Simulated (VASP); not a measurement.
Level of theory: PBEsol GGA, VASP's PBE PAW potentials (set 64) (plane waves; VASP).

VASP input:

POSCAR:
```
CuAu
1
    2.8014874823     0.0000000000     0.0000000000
    0.0000000000     2.8014874823     0.0000000000
    0.0000000000    -0.0000000000     3.5127696733
Cu Au
1 1
Direct
  0.0000000000   0.0000000000   0.0000000000
  0.5000000000   0.5000000000   0.5000000000
```

### INCAR
```
SYSTEM=CuAu
PREC=Accurate; ENCUT=520; LREAL=.FALSE.
LASPH=.TRUE.
EDIFF=1E-7; NELM=100; ALGO=Normal
LMAXMIX=6
ISMEAR=1; SIGMA=0.1
GGA=PS
IBRION=2; NSW=30; ISIF=4
EDIFFG=-0.01
LWAVE=.FALSE.; LCHARG=.FALSE.
```

File KPOINTS:
```
Automatic mesh
0
Gamma
  13 13 10
0 0 0
```

POTCAR, in this order: Cu Au (PBE.64 set). Program: vasp_std.

What VASP printed:

### OSZICAR
```
       N       E                     dE             d eps       ncg     rms          rms(c)
DAV:   1     0.129038943866E+03    0.12904E+03   -0.11504E+04  5248   0.212E+03
DAV:   2    -0.508460875209E+01   -0.13412E+03   -0.12815E+03  5166   0.335E+02
DAV:   3    -0.952013542861E+01   -0.44355E+01   -0.43485E+01  6302   0.713E+01
DAV:   4    -0.956516834729E+01   -0.45033E-01   -0.45011E-01  5798   0.609E+00
DAV:   5    -0.956642487898E+01   -0.12565E-02   -0.12565E-02  7621   0.111E+00    0.137E+01
DAV:   6    -0.894409352170E+01    0.62233E+00   -0.10847E+01  5125   0.100E+02    0.602E+00
DAV:   7    -0.840952664664E+01    0.53457E+00   -0.40542E+00  6183   0.104E+02    0.644E+00
DAV:   8    -0.834397094100E+01    0.65556E-01   -0.31301E-01  7151   0.148E+01    0.297E+00
DAV:   9    -0.833495248778E+01    0.90185E-02   -0.30022E-02  7767   0.413E+00    0.176E-01
DAV:  10    -0.833435844803E+01    0.59404E-03   -0.48496E-03  7305   0.957E-01    0.109E-01
DAV:  11    -0.833433890878E+01    0.19539E-04   -0.18781E-04  7658   0.332E-01    0.436E-02
DAV:  12    -0.833433112621E+01    0.77826E-05   -0.28371E-05  7438   0.192E-01    0.223E-03
DAV:  13    -0.833433104827E+01    0.77942E-07   -0.90190E-07  5901   0.104E-02
   1 F= -.83343310E+01 E0= -.83340777E+01  d E =-.833433E+01
       N       E                     dE             d eps       ncg     rms          rms(c)
DAV:   1    -0.833539432371E+01   -0.10632E-02   -0.41678E-02  5523   0.195E+00    0.183E-01
DAV:   2    -0.833489008913E+01    0.50423E-03   -0.62011E-04  7408   0.623E-01    0.109E-01
DAV:   3    -0.833472408207E+01    0.16601E-03   -0.70521E-04  6575   0.937E-01    0.796E-02
DAV:   4    -0.833464080008E+01    0.83282E-04   -0.35714E-04  6337   0.664E-01    0.174E-02
DAV:   5    -0.833464124491E+01   -0.44482E-06   -0.11908E-05  6452   0.430E-02    0.869E-03
DAV:   6    -0.833464121068E+01    0.34223E-07   -0.95044E-07  6890   0.253E-02
   2 F= -.83346412E+01 E0= -.83343630E+01  d E =-.310162E-03
       N       E                     dE             d eps       ncg     rms          rms(c)
DAV:   1    -0.834259197538E+01   -0.79507E-02   -0.37392E-01  5509   0.584E+00    0.549E-01
DAV:   2    -0.833806609560E+01    0.45259E-02   -0.57209E-03  7395   0.189E+00    0.327E-01
DAV:   3    -0.833659383102E+01    0.14723E-02   -0.63644E-03  6538   0.281E+00    0.238E-01
DAV:   4    -0.833583452049E+01    0.75931E-03   -0.32719E-03  6330   0.198E+00    0.501E-02
DAV:   5    -0.833583898689E+01   -0.44664E-05   -0.10717E-04  6454   0.131E-01    0.262E-02
DAV:   6    -0.833583859347E+01    0.39341E-06   -0.88831E-06  7590   0.734E-02    0.461E-03
DAV:   7    -0.833583842446E+01    0.16902E-06   -0.14254E-06  7281   0.387E-02    0.161E-03
DAV:   8    -0.833583841704E+01    0.74183E-08   -0.29419E-08  2947   0.297E-03
   3 F= -.83358384E+01 E0= -.83355751E+01  d E =-.150737E-02
       N       E                     dE             d eps       ncg     rms          rms(c)
DAV:   1    -0.836671171454E+01   -0.30873E-01   -0.14851E+00  5516   0.116E+01    0.110E+00
DAV:   2    -0.834815329311E+01    0.18558E-01   -0.25181E-02  7495   0.408E+00    0.651E-01
DAV:   3    -0.834194461420E+01    0.62087E-02   -0.25959E-02  6425   0.566E+00    0.476E-01
DAV:   4    -0.833877908943E+01    0.31655E-02   -0.13685E-02  6351   0.395E+00    0.818E-02
DAV:   5    -0.833880415768E+01   -0.25068E-04   -0.44291E-04  6100   0.253E-01    0.508E-02
DAV:   6    -0.833880311421E+01    0.10435E-05   -0.39232E-05  7594   0.148E-01    0.104E-02
DAV:   7    -0.833880173322E+01    0.13810E-05   -0.84988E-06  7603   0.942E-02    0.316E-03
DAV:   8    -0.833880172936E+01    0.38681E-08   -0.17034E-07  4132   0.501E-03
   4 F= -.83388017E+01 E0= -.83386337E+01  d E =-.447068E-02
       N       E                     dE             d eps       ncg     rms          rms(c)
DAV:   1    -0.845493958838E+01   -0.11614E+00   -0.58689E+00  5600   0.231E+01    0.225E+00
DAV:   2    -0.837710013427E+01    0.77839E-01   -0.11097E-01  7423   0.863E+00    0.131E+00
DAV:   3    -0.835082304758E+01    0.26277E-01   -0.10069E-01  6376   0.113E+01    0.941E-01
DAV:   4    -0.833772745111E+01    0.13096E-01   -0.56084E-02  6447   0.781E+00    0.171E-01
DAV:   5    -0.833779789133E+01   -0.70440E-04   -0.19641E-03  7410   0.687E-01    0.100E-01
DAV:   6    -0.833779378384E+01    0.41075E-05   -0.13265E-04  7556   0.283E-01    0.179E-02
DAV:   7    -0.833778922087E+01    0.45630E-05   -0.27313E-05  7002   0.178E-01    0.469E-03
DAV:   8    -0.833778918847E+01    0.32395E-07   -0.88479E-07  6417   0.116E-02
   5 F= -.83377892E+01 E0= -.83378483E+01  d E =-.345814E-02
       N       E                     dE             d eps       ncg     rms          rms(c)
DAV:   1    -0.837849789986E+01   -0.40709E-01   -0.19852E+00  5579   0.136E+01    0.129E+00
DAV:   2    -0.835348807281E+01    0.25010E-01   -0.41754E-02  7398   0.608E+00    0.780E-01
DAV:   3    -0.834515141442E+01    0.83367E-02   -0.40124E-02  6176   0.690E+00    0.576E-01
DAV:   4    -0.833989783159E+01    0.52536E-02   -0.18681E-02  6710   0.480E+00    0.924E-02
DAV:   5    -0.833994815133E+01   -0.50320E-04   -0.71549E-04  5279   0.274E-01    0.607E-02
DAV:   6    -0.833994727764E+01    0.87369E-06   -0.55005E-05  7624   0.187E-01    0.141E-02
DAV:   7    -0.833994484609E+01    0.24315E-05   -0.14127E-05  6778   0.129E-01    0.354E-03
DAV:   8    -0.833994487051E+01   -0.24419E-07   -0.32712E-07  4947   0.107E-02
   6 F= -.83399449E+01 E0= -.83399587E+01  d E =-.561382E-02
```

**OUTCAR**
```
------------------------ aborting loop because EDIFF is reached ----------------------------------------
  FORCE on cell =-STRESS in cart. coord.  units (eV):
  Direction    XX          YY          ZZ          XY          YZ          ZX
  --------------------------------------------------------------------------------------
  Total        1.0093603      1.0093603      1.0055087      0.0000000      0.0000000      0.0000000
  in kB       58.6583408     58.6583408     58.4345058      0.0000000      0.0000000      0.0000000
  external PRESSURE =      58.5837291 kB  Pullay stress =       0.0000000 kB
  volume of cell :       27.57
      direct lattice vectors                 reciprocal lattice vectors
     2.756612808  0.000000000  0.000000000     0.362764040  0.000000000 -0.000000000
     0.000000000  2.756612808  0.000000000     0.000000000  0.362764040  0.000000000
     0.000000000  0.000000000  3.628068749    -0.000000000 -0.000000000  0.275628735
 POSITION                                       TOTAL-FORCE (eV/Angst)
 -----------------------------------------------------------------------------------
      0.00000      0.00000      0.00000         0.000000      0.000000      0.000000
      1.37831      1.37831      1.81403        -0.000000      0.000000      0.000000
 -----------------------------------------------------------------------------------
    total drift:                                0.000000      0.000000     -0.000000
  FREE ENERGIE OF THE ION-ELECTRON SYSTEM (eV)
  ---------------------------------------------------
  free  energy   TOTEN  =        -8.3399448705 eV

  energy  without entropy=       -8.3399862498  energy(sigma->0) =       -8.33995866

 reached required accuracy - stopping structural energy minimisation
```
(Selected blocks of OUTCAR.)

### CONTCAR
```
CuAu
   1.00000000000000
     2.7566128077438647    0.0000000000000000    0.0000000000000002
     0.0000000000000000    2.7566128077438647    0.0000000000000001
     0.0000000000000001    0.0000000000000000    3.6280687491483548
  Cu              Au
     1     1
Direct
     0.0000000000000000    0.0000000000000000    0.0000000000000000
     0.5000000000000000    0.5000000000000000    0.5000000000000000
```

The compound is CuAu in the L1_0 structure. This cell is one point of a volume scan, at 0.97 of the reference volume. Symmetry was kept, so distortions that lower it aren't found.
